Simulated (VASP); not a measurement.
Level of theory: r2SCAN meta-GGA, VASP's PBE PAW potentials (set 64) (plane waves; VASP).

Input for VASP

POSCAR:
```
PtAs
1
    0.0000000000     2.9444860000     2.9444860000
    2.9444860000     0.0000000000     2.9444860000
    2.9444860000     2.9444860000     0.0000000000
Pt As
1 1
Direct
  0.0000000000   0.0000000000   0.0000000000
  0.2500000000   0.2500000000   0.2500000000
```

### KPOINTS
```
Automatic mesh
0
Gamma
10 10 10
0 0 0
```

INCAR:
```
! general
SYSTEM  = PtAs
PREC    = Accurate
ENCUT   = 400   ! plane-wave cut-off (eV)
LREAL   = .FALSE.
LASPH   = .TRUE.   ! aspherical one-centre terms

! electronic loop
EDIFF   = 1E-6
NELM    = 100   ! most electronic steps
ALGO    = Normal
LMAXMIX = 6   ! l cut-off of mixed one-centre charges
LMIXTAU = .TRUE.

! smearing
ISMEAR  = 1
SIGMA   = 0.1   ! width (eV)

! functional
METAGGA = R2SCAN

! ions
IBRION  = 2   ! conjugate gradients
NSW     = 60
ISIF    = 3   ! ions, shape and volume
EDIFFG  = -0.01

! output
LWAVE   = .FALSE.
LCHARG  = .FALSE.
```

POTCAR, in this order: Pt As (PBE.64 set). Program: vasp_std.

Energy and stress use the plane-wave basis of the starting cell. Unless said otherwise, spin-orbit coupling is left out, though it shifts the bands of the heavy elements here.

**Question.** What does the run give for the energy per atom (σ→0), volume per atom, band gap (on the k-mesh)?

**Answer.** 
The energy per atom (σ→0) comes out as -33.285 eV/atom. The band gap (on the k-mesh) comes out as none (metal, semimetal or under 0.01 eV) and the volume per atom is 21.55 Å^3/atom.

**OSZICAR**
```
...
DAV:   2    -0.665685562288E+02    0.86337E-03   -0.47503E-03  1037   0.705E-01    0.689E-02
DAV:   3    -0.665685384497E+02    0.17779E-04   -0.18211E-04  1046   0.142E-01    0.352E-02
DAV:   4    -0.665685045991E+02    0.33851E-04   -0.10615E-04  1093   0.737E-02    0.149E-02
DAV:   5    -0.665685108741E+02   -0.62750E-05   -0.46087E-05  1072   0.676E-02    0.803E-03
DAV:   6    -0.665685274580E+02   -0.16584E-04   -0.12214E-05  1075   0.355E-02    0.397E-03
DAV:   7    -0.665685291389E+02   -0.16809E-05   -0.70104E-07   673   0.915E-03    0.871E-04
DAV:   8    -0.665685285151E+02    0.62387E-06   -0.29762E-07   526   0.593E-03
   7 F= -.66568529E+02 E0= -.66569047E+02  d E =-.760053E-04
```

The structure was generated: PtAs was put into the zinc blende type (F-43m), which need not be its known phase. This run relaxes it. Symmetry was kept, so distortions that lower it aren't found. The electron count is odd and the run is not spin-polarised, which forces a metal.
